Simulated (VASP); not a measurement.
# YAl2Pd5 under strain

How does the pressure of YAl2Pd5 answer to a change of volume? The bands are shown for each cell. All runs use PBEsol. Left out of this account: at least 1 further run (self-consistent run: a reference on another mesh). The start is a computed cell from the Materials Project.

Method: PBEsol; plane waves and PAW (Y_sv, Al, Pd), in VASP 6.6.1.

### 1. Starting point

It takes space group I4/mmm (No. 139, tetragonal). Conventional cell: a = 4.111 Å, b = 4.111 Å, c = 14.890 Å, α = 90.00°, β = 90.00°, γ = 90.00°. Nearest to Y lie 12 Pd at 2.91 to 2.98 Å. Nearest to Al lie 8 Pd at 2.55 to 2.61 Å. Nearest to Pd lie 4 Y at 2.91 Å and 8 Pd at 2.98 Å. Nearest to Pd lie 4 Al at 2.55 to 2.61 Å and 6 Pd at 2.91 to 2.98 Å and 2 Y at 2.98 Å. Farther neighbours are not listed.

### 2. Bands, cell as listed

The mesh alone shows little of the dispersion and can miss band extrema, so KPOINTS_OPT adds a path through the symmetry points after the self-consistent cycle. PBEsol restores the gradient expansion of exchange and is tuned for the cells of solids.

INCAR reads:

```
SYSTEM = YAl2Pd5
PREC = Accurate
ENCUT = 400
EDIFF = 1E-06
NELM = 100
ISMEAR = -1
SIGMA = 0.05
LREAL = .FALSE.
ALGO = Normal
GGA = PS
NBANDS = 53
LASPH = .TRUE.
LORBIT = 11
LWAVE = .FALSE.
LCHARG = .FALSE.
KPAR = 8
```

POSCAR reads:

```
YAl2Pd5
1.0
    0.0000000000     -4.1108770000      0.0000000000
   -4.1108770000      0.0000000000      0.0000000000
    2.0554385000     -2.0554385000     -7.4450840500
Y Al Pd
1 2 5
Direct
    0.0000000000      0.0000000000      0.0000000000
    0.7466854600      0.2533145400      0.5066290800
    0.2533145400      0.7466854600      0.4933709200
    0.5000000000      0.5000000000      0.0000000000
    0.8551761700      0.6448238300      0.2896476600
    0.3551761700      0.1448238300      0.2896476600
    0.1448238300      0.3551761700      0.7103523400
    0.6448238300      0.8551761700      0.7103523400
```

KPOINTS reads:

```
Automatic mesh
0
Gamma
8 8 8
0 0 0
```

KPOINTS_OPT reads:

```
Line mode
12
Line-mode
Reciprocal
  0.00000000   0.00000000   0.00000000 GAMMA
  0.50000000  -0.50000000   0.50000000 X

  0.50000000  -0.50000000   0.50000000 X
  0.53811007  -0.46188993   0.50000000 Y

  0.53811007  -0.46188993   0.50000000 Y
  0.53811007   0.00000000   0.26905504 S

  0.53811007   0.00000000   0.26905504 S
  0.00000000   0.00000000   0.00000000 GAMMA

  0.00000000   0.00000000   0.00000000 GAMMA
  0.00000000   0.00000000  -0.50000000 Z

  0.00000000   0.00000000  -0.50000000 Z
  0.46188993   0.00000000  -0.26905504 S1

  0.46188993   0.00000000  -0.26905504 S1
  0.50000000   0.00000000   0.00000000 N

  0.50000000   0.00000000   0.00000000 N
  0.50000000  -0.50000000   0.25000000 P

  0.50000000  -0.50000000   0.25000000 P
  0.46188993  -0.46188993  -0.03811007 Y1

  0.46188993  -0.46188993  -0.03811007 Y1
  0.00000000   0.00000000  -0.50000000 Z

  0.50000000  -0.50000000   0.50000000 X
  0.50000000  -0.50000000   0.25000000 P
```

PAW data sets: Y_sv, Al and Pd (PBE family, release 64).

Command:

```sh
$ mpirun -np 8 vasp_std
```

Log:

```text
[banner, memory and clock lines left out]
running    8 mpi-ranks, on    1 nodes
 distrk:  each k-point on    1 cores,    8 groups
 distr:  one band on    1 cores,    1 groups

 POSCAR found type information on POSCAR Y AlPd
 POSCAR found :  3 types and       8 ions
|                                                                             |
|           W    W    AA    RRRRR   N    N  II  N    N   GGGG   !!!           |
|           W    W   A  A   R    R  NN   N  II  NN   N  G    G  !!!           |
|           W    W  A    A  R    R  N N  N  II  N N  N  G       !!!           |
|           W WW W  AAAAAA  RRRRR   N  N N  II  N  N N  G  GGG   !            |
|           WW  WW  A    A  R   R   N   NN  II  N   NN  G    G                |
|           W    W  A    A  R    R  N    N  II  N    N   GGGG   !!!           |
|                                                                             |
|     For optimal performance we recommend to set                             |
|       NCORE = 2 up to number-of-cores-per-socket                            |
|     NCORE specifies how many cores store one orbital (NPAR=cpu/NCORE).      |
|     This setting can greatly improve the performance of VASP for DFT.       |
|     The default, NCORE=1 might be grossly inefficient on modern             |
|     multi-core architectures or massively parallel machines. Do your        |
|     Unfortunately you need to use the default for GW and RPA                |
|     calculations (for HF NCORE is supported but not extensively tested      |
|     yet).                                                                   |
|                                                                             |

|                                                                             |
|               ----> ADVICE to this user running VASP <----                  |
|                                                                             |
|     You enforced a specific xc type in the INCAR file but a different       |
|     [... a line on the potential file left out ...]
|     I HOPE YOU KNOW WHAT YOU ARE DOING!                                     |
|                                                                             |

 LDA part: xc-table for (Slater+PW92), standard interpolation
 POSCAR, INCAR and KPOINTS ok, starting setup
 FFT: planning ... GRIDC
 FFT: planning ... GRID_SOFT
 FFT: planning ... GRID
 WAVECAR not read
 entering main loop
       N       E                     dE             d eps       ncg     rms          rms(c)
DAV:   1     0.334585593434E+03    0.33459E+03   -0.26970E+04  6254   0.983E+02
DAV:   2    -0.406392151269E+02   -0.37522E+03   -0.34797E+03  6738   0.258E+02
DAV:   3    -0.546514730255E+02   -0.14012E+02   -0.13784E+02  7998   0.481E+01
DAV:   4    -0.549683760205E+02   -0.31690E+00   -0.31557E+00  8610   0.588E+00
DAV:   5    -0.549732789327E+02   -0.49029E-02   -0.49021E-02  7254   0.670E-01    0.401E+01
DAV:   6    -0.528907559280E+02    0.20825E+01   -0.77770E+00  7261   0.164E+01    0.195E+01
DAV:   7    -0.526824205000E+02    0.20834E+00   -0.21268E+00  7004   0.106E+01    0.138E+01
DAV:   8    -0.524748137337E+02    0.20761E+00   -0.10975E+00  7179   0.877E+00    0.275E+00
DAV:   9    -0.524339472496E+02    0.40866E-01   -0.26276E-01  6916   0.470E+00    0.147E+00
DAV:  10    -0.524151305589E+02    0.18817E-01   -0.45607E-02  6917   0.201E+00    0.360E-01
DAV:  11    -0.524150952302E+02    0.35329E-04   -0.59130E-03  7220   0.345E-01    0.143E-01
DAV:  12    -0.524150373801E+02    0.57850E-04   -0.71665E-04  7178   0.173E-01    0.724E-02
DAV:  13    -0.524150028027E+02    0.34577E-04   -0.15050E-04  6881   0.960E-02    0.296E-02
DAV:  14    -0.524150026647E+02    0.13798E-06   -0.85495E-06  6916   0.152E-02
   1 F= -.52415003E+02 E0= -.52406274E+02  d E =-.174577E-01
 Start KPOINTS_OPT (optional k-point list driver)
k-point batch [1-59\132]
       N       E                     dE             ncg
DAV:   1     0.329337609464E+05   -0.36861E+05     6254
DAV:   2     0.111324865928E+05   -0.21801E+05     6762
DAV:   3     0.103338789341E+05   -0.79861E+03     8020
DAV:   4     0.103160915947E+05   -0.17787E+02     8463
DAV:   5     0.103157488755E+05   -0.34272E+00     7258
DAV:   6     0.103157401286E+05   -0.87470E-02     8020
DAV:   7     0.103157398492E+05   -0.27934E-03     7123
DAV:   8     0.103157398387E+05   -0.10522E-04     5636
DAV:   9     0.103157398382E+05   -0.53820E-06     4311
[...]
k-point batch [119-132\132]
       N       E                     dE             ncg
DAV:   1     0.836780248977E+05   -0.17040E+05     1484
DAV:   2     0.785753758959E+05   -0.51026E+04     1626
DAV:   3     0.783870737040E+05   -0.18830E+03     1913
DAV:   4     0.783825154643E+05   -0.45582E+01     1905
DAV:   5     0.783824157456E+05   -0.99719E-01     1735
DAV:   6     0.783824135260E+05   -0.22196E-02     1854
DAV:   7     0.783824134607E+05   -0.65294E-04     1733
DAV:   8     0.783824134581E+05   -0.26144E-05     1355
DAV:   9     0.783824134579E+05   -0.19786E-06     1151
```

Elapsed: 43 s, on 8 MPI ranks of Intel Xeon 6975P-C (Granite Rapids), shared host; peak memory 4 GiB.

The logs omit lines about the potential files and the build; timing stands in the text.

OUTCAR, selected parts (step 2):

```text
ion  position               nearest neighbor table
   1  0.000  0.000  0.000-   4 2.91   4 2.91   4 2.91   4 2.91   6 2.98   7 2.98   8 2.98   5 2.98
                             7 2.98   8 2.98   6 2.98   5 2.98   3 3.77   2 3.77
   2  0.747  0.253  0.507-   7 2.55   8 2.55   8 2.55   7 2.55   5 2.61   6 2.61   5 2.61   6 2.61
                             3 2.91   3 2.91   3 2.91   3 2.91   1 3.77
   3  0.253  0.747  0.493-   5 2.55   6 2.55   5 2.55   6 2.55   7 2.61   8 2.61   7 2.61   8 2.61
                             2 2.91   2 2.91   2 2.91   2 2.91   1 3.77
   4  0.500  0.500  0.000-   1 2.91   1 2.91   1 2.91   1 2.91   6 2.98   7 2.98   8 2.98   6 2.98
                             8 2.98   7 2.98   5 2.98   5 2.98
   5  0.855  0.645  0.290-   3 2.55   3 2.55   2 2.61   2 2.61   6 2.91   6 2.91   6 2.91   6 2.91
                             1 2.98   4 2.98   4 2.98   1 2.98   8 3.13
   6  0.355  0.145  0.290-   3 2.55   3 2.55   2 2.61   2 2.61   5 2.91   5 2.91   5 2.91   5 2.91
                             1 2.98   4 2.98   1 2.98   4 2.98   7 3.13
   7  0.145  0.355  0.710-   2 2.55   2 2.55   3 2.61   3 2.61   8 2.91   8 2.91   8 2.91   8 2.91
                             4 2.98   4 2.98   1 2.98   1 2.98   6 3.13
   8  0.645  0.855  0.710-   2 2.55   2 2.55   3 2.61   3 2.61   7 2.91   7 2.91   7 2.91   7 2.91
                             4 2.98   1 2.98   4 2.98   1 2.98   5 3.13

  LATTYP: Found a body centered tetragonal cell.
 ALAT       =     4.1108770000
 C/A-ratio  =     3.6221390472

 Subroutine GETGRP returns: Found 16 space group operations
 (whereof 16 operations were pure point group operations)

The static configuration has the point symmetry D_4h.

 Found     59 irreducible k-points:

   k-points           NKPTS =     59   k-points in BZ     NKDIM =     59   number of bands    NBANDS=     53

   dimension x,y,z NGX =    28 NGY =   28 NGZ =   54
   dimension x,y,z NGXF=    56 NGYF=   56 NGZF=  108

   ENCUT  =  400.0 eV  29.40 Ry    5.42 a.u.   6.70  6.70 13.03*2*pi/ulx,y,z

   NELECT =      67.0000    total number of electrons

 k-points in reciprocal lattice and weights: Automatic mesh
   0.00000000  0.00000000  0.00000000       0.002
   0.12500000  0.00000000  0.00000000       0.016
   0.25000000  0.00000000  0.00000000       0.016
   0.37500000  0.00000000  0.00000000       0.016
   0.50000000  0.00000000  0.00000000       0.008
   0.12500000  0.12500000  0.00000000       0.008
   0.25000000  0.12500000  0.00000000       0.031
   0.37500000  0.12500000  0.00000000       0.031
   0.50000000  0.12500000  0.00000000       0.031
[...]
-0.12500000  0.12500000  0.37500000       0.008
   0.00000000  0.00000000  0.50000000       0.002

 average (electrostatic) potential at core
       1 -31.0252       2 -71.0021       3 -71.0021       4 -71.3698       5 -71.8799
       6 -71.8799       7 -71.8799       8 -71.8799

 E-fermi :   8.9605

 k-point     1 :       0.0000    0.0000    0.0000
  band No.  band energies     occupation
    ...
     28       7.0246      2.00000
     29       7.0996      2.00000
     30       7.5601      2.00000
     31       7.9233      2.00000
     32       7.9408      2.00000
     33       9.7078      0.00000
     34       9.7078      0.00000
     35      11.6847      0.00000
     36      11.7724      0.00000
     37      11.9810      0.00000
    ...

 k-point     2 :       0.1250    0.0000    0.0000
  band No.  band energies     occupation
    ...
     28       7.0037      2.00000
     29       7.0702      2.00000
     30       7.4888      2.00000
     31       7.6438      2.00000
     32       7.7683      2.00000
     33       9.1083      0.09891
     34       9.9471      0.00000
     35      10.6591      0.00000
     36      11.6430      0.00000
     37      11.8106      0.00000
    ...

 k-point     3 :       0.2500    0.0000    0.0000
  band No.  band energies     occupation
    ...
     29       6.9828      2.00000
     30       7.1581      2.00000
     31       7.5022      2.00000
     32       7.5383      2.00000
     33       8.2615      2.00000
     34       9.2427      0.00706
     35      10.4632      0.00000
     36      11.2100      0.00000
     37      11.5101      0.00000
     38      11.7839      0.00000
    ...

  Total       -2.3816773     -2.3816773     -2.5650480      0.0000000      0.0000000     -0.0000000
  in kB      -30.3287796    -30.3287796    -32.6638600      0.0000000      0.0000000     -0.0000000
  external PRESSURE =     -31.1071397 kB  Pullay stress =       0.0000000 kB

  energy-cutoff  :      400.00
  volume of cell :      125.82
      direct lattice vectors                 reciprocal lattice vectors
     0.000000000 -4.110877000  0.000000000     0.000000000 -0.243257096  0.067158409
    -4.110877000  0.000000000  0.000000000    -0.243257096  0.000000000 -0.067158409
     2.055438500 -2.055438500 -7.445084050     0.000000000  0.000000000 -0.134316818

 POSITION                                       TOTAL-FORCE (eV/Angst)
 -----------------------------------------------------------------------------------
      0.00000      0.00000      0.00000         0.000000      0.000000      0.000000
      0.00000     -4.11088     -3.77190        -0.000000      0.000000      0.025110
     -2.05544     -2.05544     -3.67319         0.000000     -0.000000     -0.025110
     -2.05544     -2.05544      0.00000        -0.000000      0.000000      0.000000
     -2.05544     -4.11088     -2.15645         0.000000     -0.000000      0.092397
      0.00000     -2.05544     -2.15645         0.000000     -0.000000      0.092397
      0.00000     -2.05544     -5.28863         0.000000      0.000000     -0.092397
     -2.05544     -4.11088     -5.28863        -0.000000     -0.000000     -0.092397
 -----------------------------------------------------------------------------------
    total drift:                               -0.000000     -0.000000     -0.000000

  FREE ENERGIE OF THE ION-ELECTRON SYSTEM (eV)
  ---------------------------------------------------
  free  energy   TOTEN  =       -52.4150026647 eV

  energy  without entropy=      -52.3975449637  energy(sigma->0) =      -52.40627381

 total charge
# of ion       s       p       d       f       tot
--------------------------------------------------
    1        2.261   6.415   1.002   0.064   9.742
    2        0.389   0.388   0.000   0.000   0.777
    3        0.389   0.388   0.000   0.000   0.777
    4        0.485   0.357   8.548   0.000   9.390
    5        0.505   0.526   8.570   0.000   9.601
    6        0.505   0.526   8.570   0.000   9.601
    7        0.505   0.526   8.570   0.000   9.601
    8        0.505   0.526   8.570   0.000   9.601
--------------------------------------------------
tot          5.543   9.653  43.829   0.064  59.089

[... 3 further parts left out ...]
```

This run has no spin polarisation. Its electron count is odd, so without a moment it is a metal by construction. Spin-orbit coupling is off here; it would split degenerate levels. The cell is typed on its shortest vectors, so the axes of tensors and the coordinates of k-points follow the printed cell and not the standard setting. The PAW data sets were made with PBE, which is usual practice but a small mismatch for other functionals. At this level the cell is under a tension of 3.1 GPa, so at these settings it is away from equilibrium.

This step gave:

- SCF cycles: 14
- electrons: 67
- bands: 53
- irreducible k-points: 59
- symmetry operations: 16
- free energy (TOTEN): -52.4150 eV
- energy at zero smearing: -52.4063 eV
- Fermi energy: 8.960 eV
- pressure: -3.111 GPa
- metallic, judged on the points sampled: yes

The electronic bands at the labelled points (eV, zero at the Fermi level; # counts the bands kept in this run, so #1 is VASP's band 5):

| point | #27 | #28 | #29 | #30 | #31 | #32 | #33 | #34 |
| --- | --- | --- | --- | --- | --- | --- | --- | --- |
| Γ | -1.04 | -1.02 | 0.75 | 0.75 | 2.72 | 2.81 | 3.02 | 3.02 |
| 0.45 of the way | -1.52 | -1.52 | -0.24 | 0.17 | 0.48 | 1.36 | 2.35 | 2.92 |
| X | -1.73 | -1.37 | -0.85 | -0.75 | -0.35 | 1.06 | 1.11 | 1.82 |
| 0.45 of the way | -1.74 | -1.37 | -0.84 | -0.73 | -0.32 | 1.07 | 1.11 | 1.82 |
| Y | -1.78 | -1.36 | -0.82 | -0.69 | -0.22 | 1.11 | 1.11 | 1.82 |
| 0.45 of the way | -1.89 | -1.66 | -0.81 | -0.26 | 0.99 | 1.04 | 1.76 | 2.11 |
| S | -1.95 | -1.56 | -1.08 | -0.12 | 1.80 | 1.82 | 1.83 | 2.80 |
| 0.45 of the way | -1.48 | -1.41 | -0.77 | -0.36 | 1.74 | 2.31 | 2.50 | 2.57 |
| Γ | -1.04 | -1.02 | 0.75 | 0.75 | 2.72 | 2.81 | 3.02 | 3.02 |
| 0.55 of the way | -1.04 | -1.02 | 0.55 | 0.55 | 1.60 | 2.57 | 2.59 | 2.59 |
| Z | -1.02 | -0.37 | 0.38 | 0.38 | 0.48 | 2.35 | 2.35 | 2.47 |
| 0.45 of the way | -1.37 | -1.10 | -0.41 | 0.85 | 1.21 | 1.87 | 1.87 | 2.77 |
| S1 | -1.95 | -1.56 | -1.08 | -0.12 | 1.80 | 1.82 | 1.83 | 2.80 |
| 0.45 of the way | -2.00 | -1.56 | -1.02 | -0.27 | 1.64 | 1.81 | 2.06 | 2.77 |
| N | -2.04 | -1.55 | -0.92 | -0.39 | 1.53 | 1.80 | 2.16 | 2.77 |
| 0.55 of the way | -1.78 | -1.63 | -1.17 | -0.16 | 0.53 | 1.13 | 1.65 | 1.99 |
| P | -1.72 | -1.34 | -1.17 | -0.48 | -0.48 | 1.08 | 1.08 | 1.98 |
| 0.45 of the way | -1.61 | -1.57 | -0.98 | -0.61 | -0.36 | 1.08 | 1.10 | 1.88 |
| Y1 | -1.78 | -1.36 | -0.82 | -0.69 | -0.22 | 1.11 | 1.11 | 1.82 |
| 0.55 of the way | -1.28 | -0.94 | -0.18 | 0.17 | 1.14 | 1.69 | 2.05 | 2.17 |
| Z | -1.02 | -0.37 | 0.38 | 0.38 | 0.48 | 2.35 | 2.35 | 2.47 |
| jump to X | -1.73 | -1.37 | -0.85 | -0.75 | -0.35 | 1.06 | 1.11 | 1.82 |
| 0.55 of the way | -1.59 | -1.58 | -0.98 | -0.62 | -0.38 | 1.07 | 1.10 | 1.88 |
| P | -1.72 | -1.34 | -1.17 | -0.48 | -0.48 | 1.08 | 1.08 | 1.98 |

Of the projections kept (Y, Al, Pd), the largest for each band there, as a share of the weight inside these atoms' spheres; weight between the spheres isn't counted:

| point | #27 | #28 | #29 | #30 | #31 | #32 | #33 | #34 |
| --- | --- | --- | --- | --- | --- | --- | --- | --- |
| Γ | Pd 1.00 | Pd 1.00 | Pd 0.75 | Pd 0.75 | Y 0.52 | Y 0.63 | Pd 0.80 | Pd 0.80 |
| X | Pd 1.00 | Pd 1.00 | Pd 0.71 | Pd 0.82 | Pd 0.94 | Pd 0.80 | Pd 0.72 | Pd 0.69 |
| Y | Pd 0.99 | Pd 1.00 | Pd 0.73 | Pd 0.84 | Pd 0.91 | Pd 0.77 | Pd 0.71 | Pd 0.69 |
| S | Pd 0.95 | Pd 0.99 | Pd 0.85 | Pd 0.76 | Y 0.58 | Pd 0.68 | Pd 0.70 | Y 0.53 |
| Γ | Pd 1.00 | Pd 1.00 | Pd 0.75 | Pd 0.75 | Y 0.52 | Y 0.63 | Pd 0.80 | Pd 0.80 |
| Z | Pd 1.00 | Pd 0.72 | Pd 0.74 | Pd 0.74 | Pd 0.82 | Pd 0.50 | Pd 0.50 | Pd 0.51 |

Force by atom:

| atom | x (eV/Å) | y (eV/Å) | z (eV/Å) | size |
| --- | --- | --- | --- | --- |
| Y1 | 0.0000 | 0.0000 | 0.0000 | 0.0000 |
| Al2 | 0.0000 | 0.0000 | 0.0251 | 0.0251 |
| Al3 | 0.0000 | 0.0000 | -0.0251 | 0.0251 |
| Pd4 | 0.0000 | 0.0000 | 0.0000 | 0.0000 |
| Pd5 | 0.0000 | 0.0000 | 0.0924 | 0.0924 |
| Pd6 | 0.0000 | 0.0000 | 0.0924 | 0.0924 |
| Pd7 | 0.0000 | 0.0000 | -0.0924 | 0.0924 |
| Pd8 | 0.0000 | 0.0000 | -0.0924 | 0.0924 |

There is no gap at this level.

[end of part 1 of 5]

[Lines on the potential files, build, host, timing and source positions are cut from VASP's logs without a mark.]

[Logs are printed without paths, hosts, clocks, repeated set-up lines and the standing remarks that a program may print on its own settings, such as how far it seeks lower states.]

[Hosts, paths, dates, database ids (printed as entryN), source tags and the programs' standing remarks are cut or masked in the printed files.]

[A measured line is paired with the nearest computed mode of its activity, which favours agreement.]

[In band tables of VASP the shares of atoms and orbitals are scaled to a sum of 1 inside the atoms' spheres.]
